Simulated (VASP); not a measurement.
```yaml
crystal:
  lattice:
    - [0.00000, 2.23603, 2.23603]
    - [2.23603, 0.00000, 2.23603]
    - [2.23603, 2.23603, 0.00000]
  atoms:
    - { symbol: Ga, position: [0.00000, 0.00000, 0.00000] }
    - { symbol: N, position: [0.25000, 0.25000, 0.25000] }
```

All values below come from MS2 meta-GGA, VASP's PBE PAW potentials (set 64) (plane waves; VASP 6.6.1). Settings: 520 eV cut-off, 11×11×11 Γ-centred mesh, tetrahedra with Blöchl corrections, potentials Ga_d N.

Task: Give the energies of bands 7 to 10 at the high-symmetry points, in eV from the valence-band maximum.

Result: 
```tsv
band	Γ	X	U	L	W
7	0.00	-6.29	-6.03	-7.28	-5.86
8	0.00	-2.85	-4.44	-1.03	-3.85
9	0.00	-2.85	-2.29	-1.03	-3.81
10	1.87	3.50	5.23	5.03	6.48
```

The gap is direct, 1.87 eV, from the valence maximum at Γ to the conduction minimum at Γ.

The compound is GaN in the zinc blende structure, a metastable form; wurtzite is the usual one. It was relaxed first.
